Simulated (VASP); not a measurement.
# Band gap of WS2 (Tungstenite) at several levels of theory, part 2 of 3

Aim: the gap of WS2 (Tungstenite) on one structure at many levels of theory. The starting structure is a measured crystal structure from the Crystallography Open Database. Cell and atoms stay as given. Meshes and data sets differ where the inputs say so.

VASP 6.6.1.

Results so far: LDA 0.938 eV; PBE 1.018 eV; r2SCAN 1.128 eV.

## (5) Bands with TB-mBJ

Level of this step: TB-mBJ; plane waves and PAW (W, S) (VASP).

TB-mBJ is a local potential fitted to gaps: it costs far less than a hybrid but gives no energy. Its energies, forces and stress mean nothing.

INCAR reads:

```
SYSTEM = WS2
PREC = Accurate
ENCUT = 350
EDIFF = 1E-06
NELM = 150
ISMEAR = 0
SIGMA = 0.03
LREAL = .FALSE.
ALGO = Normal
METAGGA = MBJ
LASPH = .TRUE.
NBANDS = 34
LORBIT = 11
LWAVE = .FALSE.
LCHARG = .FALSE.
KPAR = 4
```

POSCAR reads:

```
WS2
1.0
    3.1532000000      0.0000000000      0.0000000000
   -1.5766000000      2.7307513032      0.0000000000
    0.0000000000      0.0000000000     12.3230000000
W S
2 4
Direct
    0.6666666667      0.3333333333      0.7500000000
    0.3333333333      0.6666666667      0.2500000000
    0.6666666667      0.3333333333      0.3775000000
    0.3333333333      0.6666666667      0.8775000000
    0.6666666667      0.3333333333      0.1225000000
    0.3333333333      0.6666666667      0.6225000000
```

KPOINTS reads:

```
Automatic mesh
0
Gamma
8 8 2
0 0 0
```

KPOINTS_OPT reads:

```
Line mode
8
Line-mode
Reciprocal
  0.00000000   0.00000000   0.00000000 GAMMA
  0.50000000   0.00000000   0.00000000 M

  0.50000000   0.00000000   0.00000000 M
  0.33333333   0.33333333   0.00000000 K

  0.33333333   0.33333333   0.00000000 K
  0.00000000   0.00000000   0.00000000 GAMMA

  0.00000000   0.00000000   0.00000000 GAMMA
  0.00000000   0.00000000   0.50000000 A

  0.00000000   0.00000000   0.50000000 A
  0.50000000   0.00000000   0.50000000 L

  0.50000000   0.00000000   0.50000000 L
  0.33333333   0.33333333   0.50000000 H

  0.33333333   0.33333333   0.50000000 H
  0.00000000   0.00000000   0.50000000 A

  0.50000000   0.00000000   0.50000000 L
  0.50000000   0.00000000   0.00000000 M

  0.33333333   0.33333333   0.00000000 K
  0.33333333   0.33333333   0.50000000 H
```

The projector-augmented-wave data sets are W and S (PBE family, release 64).

Run with:

```console
> mpirun -np 4 vasp_std
```

The log of the run:

```text
[banner, memory and clock lines left out]
running    4 mpi-ranks, on    1 nodes
[...]
[... a notice as in an earlier step ...]

 LDA part: xc-table for (None), standard interpolation
 POSCAR, INCAR and KPOINTS ok, starting setup
[...]
entering main loop
       N       E                     dE             d eps       ncg     rms          rms(c)
DAV:   1     0.193669946815E+04    0.19367E+04   -0.12237E+04  1360   0.682E+02
DAV:   2     0.177555352075E+04   -0.16115E+03   -0.15325E+03  1696   0.187E+02
DAV:   3     0.176651647077E+04   -0.90370E+01   -0.89195E+01  1800   0.431E+01
DAV:   4     0.176642091763E+04   -0.95553E-01   -0.95446E-01  1700   0.487E+00
[...]
DAV:  64     0.177972343307E+04    0.19219E-05   -0.63459E-11   686   0.358E-05    0.540E-05
DAV:  65     0.177972343742E+04    0.43454E-05   -0.75505E-11   686   0.556E-05    0.608E-05
DAV:  66     0.177972343658E+04   -0.83373E-06   -0.59218E-11   686   0.582E-05
   1 F= 0.17797234E+04 E0= 0.17797234E+04  d E =-.224700E-22
 Start KPOINTS_OPT (optional k-point list driver)
k-point batch [1-20\72]
       N       E                     dE             ncg
DAV:   1     0.360383623238E+04   -0.14559E+05     1360
DAV:   2     0.356566716464E+03   -0.32473E+04     1680
DAV:   3     0.180727490304E+03   -0.17584E+03     1712
DAV:   4     0.178958880650E+03   -0.17686E+01     1720
DAV:   5     0.178936776744E+03   -0.22104E-01     1744
DAV:   6     0.178936362488E+03   -0.41426E-03     1800
DAV:   7     0.178936353512E+03   -0.89764E-05     1752
DAV:   8     0.178936353314E+03   -0.19755E-06     1256
[...]
k-point batch [61-72\72]
       N       E                     dE             ncg
DAV:   1     0.738036620792E+04   -0.12541E+05      816
DAV:   2     0.549554981554E+04   -0.18848E+04      974
DAV:   3     0.539543604638E+04   -0.10011E+03     1028
DAV:   4     0.539445432683E+04   -0.98172E+00      992
DAV:   5     0.539444185601E+04   -0.12471E-01     1068
DAV:   6     0.539444162998E+04   -0.22603E-03     1024
DAV:   7     0.539444162560E+04   -0.43839E-05     1060
DAV:   8     0.539444162550E+04   -0.94779E-07      704
```

Run time: 43 s. Hardware: 4 MPI ranks of AMD EPYC 9R45, shared host; peak memory 0.8 GiB; 2.8 min of CPU time.

From OUTCAR (step 5):

```text
  Total       55.6119780     55.6119780     45.5139777      0.0000000      0.0000000     -0.0000000
  in kB      839.7090009    839.7090009    687.2349837      0.0000000      0.0000000     -0.0000000
  external PRESSURE =     788.8843285 kB  Pullay stress =       0.0000000 kB

 POSITION                                       TOTAL-FORCE (eV/Angst)
 -----------------------------------------------------------------------------------
      1.57660      0.91025      9.24225        -0.000000      0.000000      0.000000
     -0.00000      1.82050      3.08075        -0.000000     -0.000000      0.000000
      1.57660      0.91025      4.65193         0.000000      0.000000     -1.220691
     -0.00000      1.82050     10.81343        -0.000000     -0.000000     -1.220691
      1.57660      0.91025      1.50957         0.000000      0.000000      1.220691
     -0.00000      1.82050      7.67107        -0.000000      0.000000      1.220691
 -----------------------------------------------------------------------------------
    total drift:                               -0.000000      0.000000     -0.000000

  FREE ENERGIE OF THE ION-ELECTRON SYSTEM (eV)
  ---------------------------------------------------
  free  energy   TOTEN  =      1779.7234365817 eV

  energy  without entropy=     1779.7234365817  energy(sigma->0) =     1779.72343658

[... 2 parts as in an earlier step ...]

[... 1 further part left out ...]
[key lines of the parts left out:]
E-fermi :   6.6430
```

TB-mBJ gives a least gap of 1.281 eV, and a least direct gap of 1.967 eV. The least gap is +0.343 eV from that of LDA.

## (6) Bands with LDA+U (W d 6.2 eV)

The U is chosen by hand, not computed for this crystal, and pushes the named shell towards whole occupations.

INCAR reads:

```
SYSTEM = WS2
PREC = Accurate
ENCUT = 350
EDIFF = 1E-06
NELM = 100
ISMEAR = 0
SIGMA = 0.03
LREAL = .FALSE.
ALGO = Normal
GGA = CA
NBANDS = 34
LDAU = .TRUE.
LDAUTYPE = 2
LDAUL = 2 -1
LDAUU = 6.2 0
LDAUJ = 0 0
LDAUPRINT = 1
LASPH = .TRUE.
LMAXMIX = 4
LORBIT = 11
LWAVE = .FALSE.
LCHARG = .FALSE.
KPAR = 4
```

POSCAR is that of step 5.

KPOINTS is that of step 5.

KPOINTS_OPT is that of step 5.

PAW data sets: W and S (LDA family, release 64).

Run with:

```console
> mpirun -np 4 vasp_std
```

The log of the run:

```text
[... set-up lines as in an earlier step ...]
 entering main loop
       N       E                     dE             d eps       ncg     rms          rms(c)
DAV:   1     0.123007823914E+03    0.12301E+03   -0.12270E+04  1360   0.681E+02
DAV:   2    -0.322320597935E+02   -0.15524E+03   -0.14739E+03  1710   0.174E+02
DAV:   3    -0.410786506142E+02   -0.88466E+01   -0.87318E+01  1840   0.428E+01
DAV:   4    -0.411908194914E+02   -0.11217E+00   -0.11205E+00  1728   0.526E+00
[...]
DAV:  15    -0.375541652219E+02   -0.18751E-04   -0.16439E-04  1614   0.809E-02    0.437E-02
DAV:  16    -0.375541825782E+02   -0.17356E-04   -0.30711E-04  1602   0.934E-02    0.456E-02
DAV:  17    -0.375541821363E+02    0.44198E-06   -0.80216E-06  1554   0.169E-02
   1 F= -.37554182E+02 E0= -.37554182E+02  d E =-.130631E-20
 Start KPOINTS_OPT (optional k-point list driver)
k-point batch [1-20\72]
       N       E                     dE             ncg
DAV:   1     0.348235716164E+04   -0.14680E+05     1360
DAV:   2     0.436852616425E+03   -0.30455E+04     1708
DAV:   3     0.263154469590E+03   -0.17370E+03     1696
DAV:   4     0.260943945547E+03   -0.22105E+01     1752
DAV:   5     0.260908471285E+03   -0.35474E-01     1726
DAV:   6     0.260907637742E+03   -0.83354E-03     1824
DAV:   7     0.260907615494E+03   -0.22248E-04     1734
DAV:   8     0.260907614922E+03   -0.57170E-06     1320
[...]
k-point batch [61-72\72]
       N       E                     dE             ncg
DAV:   1     0.732382485605E+04   -0.12598E+05      816
DAV:   2     0.554818987132E+04   -0.17756E+04      966
DAV:   3     0.544690802033E+04   -0.10128E+03     1062
DAV:   4     0.544569617465E+04   -0.12118E+01     1000
DAV:   5     0.544567745587E+04   -0.18719E-01     1100
DAV:   6     0.544567710620E+04   -0.34966E-03     1008
DAV:   7     0.544567709761E+04   -0.85908E-05     1092
DAV:   8     0.544567709741E+04   -0.19759E-06      704
```

Elapsed: 13 s, on 4 MPI ranks; peak memory 0.67 GiB.

Parts of OUTCAR (step 6):

```text
  Total        0.0924841      0.0924841      0.3381062      0.0000000      0.0000000     -0.0000000
  in kB        1.3964568      1.3964568      5.1052092      0.0000000      0.0000000     -0.0000000
  external PRESSURE =       2.6327076 kB  Pullay stress =       0.0000000 kB

 POSITION                                       TOTAL-FORCE (eV/Angst)
 -----------------------------------------------------------------------------------
      1.57660      0.91025      9.24225        -0.000000     -0.000000      0.000000
     -0.00000      1.82050      3.08075         0.000000     -0.000000      0.000000
      1.57660      0.91025      4.65193         0.000000      0.000000      0.159210
     -0.00000      1.82050     10.81343        -0.000000     -0.000000      0.159210
      1.57660      0.91025      1.50957         0.000000      0.000000     -0.159210
     -0.00000      1.82050      7.67107        -0.000000     -0.000000     -0.159210
 -----------------------------------------------------------------------------------
    total drift:                               -0.000000      0.000000     -0.000000

  FREE ENERGIE OF THE ION-ELECTRON SYSTEM (eV)
  ---------------------------------------------------
  free  energy   TOTEN  =       -37.5541821363 eV

  energy  without entropy=      -37.5541821363  energy(sigma->0) =      -37.55418214

[... 2 parts as in an earlier step ...]

[... 1 further part left out ...]
[key lines of the parts left out:]
E-fermi :   6.5491
```

LDA+U (W d 6.2 eV) gives a least gap of 1.011 eV, and a least direct gap of 1.598 eV. The least gap is +0.073 eV from that of LDA.

## (7) Bands with r2SCAN+U (W d 3.1 eV)

INCAR: that of step 6 with these lines changed.

```diff
@@ -9,3 +9,4 @@
 ALGO = Normal
-GGA = CA
+METAGGA = R2SCAN
+LASPH = .TRUE.
 NBANDS = 34
@@ -14,6 +15,5 @@
 LDAUL = 2 -1
-LDAUU = 6.2 0
+LDAUU = 3.1 0
 LDAUJ = 0 0
 LDAUPRINT = 1
-LASPH = .TRUE.
 LMAXMIX = 4
```

POSCAR is that of step 6.

KPOINTS is that of step 6.

KPOINTS_OPT is that of step 6.

The projector-augmented-wave data sets are W and S (PBE family, release 64).

Run with:

```console
> mpirun -np 4 vasp_std
```

The log of the run:

```text
[... set-up lines as in an earlier step ...]
 entering main loop
       N       E                     dE             d eps       ncg     rms          rms(c)
DAV:   1     0.335602228123E+02    0.33560E+02   -0.12659E+04  1360   0.704E+02
DAV:   2    -0.129876633462E+03   -0.16344E+03   -0.15489E+03  1722   0.189E+02
DAV:   3    -0.139694007646E+03   -0.98174E+01   -0.96846E+01  1824   0.474E+01
DAV:   4    -0.139830145072E+03   -0.13614E+00   -0.13597E+00  1760   0.623E+00
[...]
DAV:  15    -0.132712691391E+03   -0.10403E-05   -0.14022E-06  1164   0.596E-03    0.125E-02
DAV:  16    -0.132712693973E+03   -0.25819E-05   -0.10882E-06   960   0.664E-03    0.636E-03
DAV:  17    -0.132712694181E+03   -0.20793E-06   -0.17976E-07   822   0.206E-03
   1 F= -.13271269E+03 E0= -.13271269E+03  d E =-.188847E-18
 Start KPOINTS_OPT (optional k-point list driver)
k-point batch [1-20\72]
       N       E                     dE             ncg
DAV:   1     0.344696205570E+04   -0.14715E+05     1360
DAV:   2     0.159855214136E+03   -0.32871E+04     1684
DAV:   3    -0.323956418490E+02   -0.19225E+03     1712
DAV:   4    -0.349687803144E+02   -0.25731E+01     1776
DAV:   5    -0.350105026040E+02   -0.41722E-01     1756
DAV:   6    -0.350115027908E+02   -0.10002E-02     1808
DAV:   7    -0.350115297817E+02   -0.26991E-04     1756
DAV:   8    -0.350115305036E+02   -0.72194E-06     1304
[...]
k-point batch [61-72\72]
       N       E                     dE             ncg
DAV:   1     0.728696233238E+04   -0.12635E+05      816
DAV:   2     0.537578268064E+04   -0.19112E+04      974
DAV:   3     0.526649424805E+04   -0.10929E+03     1054
DAV:   4     0.526511378817E+04   -0.13805E+01     1024
DAV:   5     0.526509255668E+04   -0.21231E-01     1086
DAV:   6     0.526509215265E+04   -0.40403E-03     1024
DAV:   7     0.526509214247E+04   -0.10181E-04     1094
DAV:   8     0.526509214223E+04   -0.23776E-06      704
```

It took 53 s on 4 MPI ranks; peak memory 0.71 GiB; 3.5 min of CPU time.

From OUTCAR (step 7):

```text
  Total        2.6461573      2.6461573      1.7511074      0.0000000      0.0000000      0.0000000
  in kB       39.9554585     39.9554585     26.4407187      0.0000000      0.0000000      0.0000000
  external PRESSURE =      35.4505453 kB  Pullay stress =       0.0000000 kB

 POSITION                                       TOTAL-FORCE (eV/Angst)
 -----------------------------------------------------------------------------------
      1.57660      0.91025      9.24225        -0.000000     -0.000000     -0.000000
     -0.00000      1.82050      3.08075         0.000000      0.000000     -0.000000
      1.57660      0.91025      4.65193         0.000000      0.000000      0.032905
     -0.00000      1.82050     10.81343        -0.000000      0.000000      0.032905
      1.57660      0.91025      1.50957         0.000000      0.000000     -0.032905
     -0.00000      1.82050      7.67107        -0.000000     -0.000000     -0.032905
 -----------------------------------------------------------------------------------
    total drift:                               -0.000000      0.000000     -0.000000

  FREE ENERGIE OF THE ION-ELECTRON SYSTEM (eV)
  ---------------------------------------------------
  free  energy   TOTEN  =      -132.7126941809 eV

  energy  without entropy=     -132.7126941809  energy(sigma->0) =     -132.71269418

[... 2 parts as in an earlier step ...]

[... 1 further part left out ...]
[key lines of the parts left out:]
E-fermi :   6.4733
```

r2SCAN+U (W d 3.1 eV) gives a least gap of 1.152 eV, and a least direct gap of 1.889 eV. The least gap is +0.213 eV from that of LDA.

## (8) Bands with LDA + spin-orbit coupling

Spin-orbit coupling is switched on in this step. This run uses a 6×6×2 mesh.

INCAR reads:

```
SYSTEM = WS2
PREC = Accurate
ENCUT = 350
EDIFF = 1E-06
NELM = 100
ISMEAR = 0
SIGMA = 0.03
LREAL = .FALSE.
ALGO = Normal
GGA = CA
LNONCOLLINEAR = .TRUE.
MAGMOM = 0 0 0 0 0 0 0 0 0 0 0 0 0 0 0 0 0 0
NBANDS = 48
GGA_COMPAT = .FALSE.
LASPH = .TRUE.
LSORBIT = .TRUE.
LMAXMIX = 4
LORBIT = 11
LWAVE = .FALSE.
LCHARG = .FALSE.
KPAR = 4
```

POSCAR is that of step 7.

KPOINTS reads:

```
Automatic mesh
0
Gamma
6 6 2
0 0 0
```

KPOINTS_OPT is that of step 7.

The projector-augmented-wave data sets are W and S (LDA family, release 64).

Run with:

```console
> mpirun -np 4 vasp_ncl
```

The log of the run:

```text
[... set-up lines as in an earlier step ...]
 entering main loop
       N       E                     dE             d eps       ncg     rms          rms(c)
DAV:   1     0.137267832394E+03    0.13727E+03   -0.12772E+04  1344   0.967E+02
DAV:   2    -0.428404640455E+02   -0.18011E+03   -0.17193E+03  1760   0.228E+02
DAV:   3    -0.553716911567E+02   -0.12531E+02   -0.12379E+02  1704   0.620E+01
DAV:   4    -0.557133732271E+02   -0.34168E+00   -0.33986E+00  1856   0.104E+01
[...]
DAV:  14    -0.529657850322E+02    0.17263E-05   -0.43930E-06  1816   0.996E-03    0.405E-02
DAV:  15    -0.529657837500E+02    0.12823E-05   -0.30030E-06  1544   0.760E-03    0.115E-02
DAV:  16    -0.529657835799E+02    0.17008E-06   -0.37971E-07   968   0.347E-03
   1 F= -.52965784E+02 E0= -.52965784E+02  d E =-.351643E-15  mag=    -0.0000     0.0000    -0.0000
 Start KPOINTS_OPT (optional k-point list driver)
k-point batch [1-14\72]
       N       E                     dE             ncg
DAV:   1     0.279709535420E+04   -0.81516E+04     1344
DAV:   2     0.314359940526E+03   -0.24827E+04     1760
DAV:   3     0.146588602066E+03   -0.16777E+03     1672
DAV:   4     0.141606743685E+03   -0.49819E+01     1976
DAV:   5     0.141507344518E+03   -0.99399E-01     1728
DAV:   6     0.141504248694E+03   -0.30958E-02     2016
DAV:   7     0.141504158260E+03   -0.90434E-04     1744
DAV:   8     0.141504154979E+03   -0.32813E-05     1576
DAV:   9     0.141504154821E+03   -0.15757E-06     1224
[...]
k-point batch [71-72\72]
       N       E                     dE             ncg
DAV:   1     0.145260613389E+05   -0.21358E+04      192
DAV:   2     0.142050845508E+05   -0.32098E+03      256
DAV:   3     0.141845544386E+05   -0.20530E+02      248
DAV:   4     0.141841837992E+05   -0.37064E+00      240
DAV:   5     0.141841718768E+05   -0.11922E-01      256
DAV:   6     0.141841716316E+05   -0.24523E-03      240
DAV:   7     0.141841716199E+05   -0.11699E-04      256
DAV:   8     0.141841716193E+05   -0.60882E-06      208
```

Wall time 44 s (4 MPI ranks); peak memory 1.2 GiB; 2.9 min of CPU time.

OUTCAR, selected parts (step 8):

```text
  Total       -2.8867362     -2.8867362     -2.8230235      0.0000000      0.0000000      0.0000000
  in kB      -43.5880629    -43.5880629    -42.6260369      0.0000000      0.0000000      0.0000000
  external PRESSURE =     -43.2673876 kB  Pullay stress =       0.0000000 kB

 POSITION                                       TOTAL-FORCE (eV/Angst)
 -----------------------------------------------------------------------------------
      1.57660      0.91025      9.24225        -0.000000      0.000000      0.000000
     -0.00000      1.82050      3.08075        -0.000000      0.000000      0.000000
      1.57660      0.91025      4.65193         0.000000     -0.000000     -0.364249
     -0.00000      1.82050     10.81343        -0.000000      0.000000     -0.364249
      1.57660      0.91025      1.50957         0.000000     -0.000000      0.364249
     -0.00000      1.82050      7.67107         0.000000      0.000000      0.364249
 -----------------------------------------------------------------------------------
    total drift:                               -0.000000      0.000000     -0.000000

  FREE ENERGIE OF THE ION-ELECTRON SYSTEM (eV)
  ---------------------------------------------------
  free  energy   TOTEN  =       -52.9657835799 eV

  energy  without entropy=      -52.9657835799  energy(sigma->0) =      -52.96578358

 magnetization (x)
# of ion       s       p       d       tot
------------------------------------------
    1        0.000   0.000   0.000   0.000
    2        0.000  -0.000   0.000  -0.000
    3       -0.000   0.000   0.000  -0.000
    4       -0.000   0.000   0.000  -0.000
    5       -0.000   0.000   0.000  -0.000
    6        0.000   0.000   0.000   0.000
--------------------------------------------------
tot          0.000  -0.000   0.000   0.000

 magnetization (y)
# of ion       s       p       d       tot
------------------------------------------
    1        0.000   0.000  -0.000  -0.000
    2        0.000   0.000  -0.000  -0.000
    3        0.000   0.000   0.000   0.000
    4        0.000   0.000   0.000   0.000
    5        0.000   0.000   0.000   0.000
    6        0.000   0.000   0.000   0.000
--------------------------------------------------
tot          0.000   0.000  -0.000   0.000

 magnetization (z)
# of ion       s       p       d       tot
------------------------------------------
    1        0.000   0.000   0.000   0.000
    2        0.000   0.000   0.000   0.000
    3        0.000   0.000   0.000   0.000
    4        0.000   0.000   0.000   0.000
    5        0.000   0.000   0.000   0.000
    6        0.000   0.000   0.000   0.000
--------------------------------------------------
tot          0.000   0.000   0.000   0.000

[... 1 part as in an earlier step ...]

[... 2 further parts left out ...]
[key lines of the parts left out:]
E-fermi :   6.4482
```

LDA + spin-orbit coupling gives a least gap of 0.877 eV, and a least direct gap of 1.622 eV. The least gap is -0.062 eV from that of LDA, on another mesh, which alone can move a gap by some hundredths of an eV.

(Continued in part 3 of 3.)

[Lines on the potential files, build, host, timing and source positions are cut from VASP's logs without a mark.]

[Logs are printed without paths, hosts, clocks, repeated set-up lines and the standing remarks that a program may print on its own settings, such as how far it seeks lower states.]

[Hosts, paths, dates, database ids (printed as entryN), source tags and the programs' standing remarks are cut or masked in the printed files.]
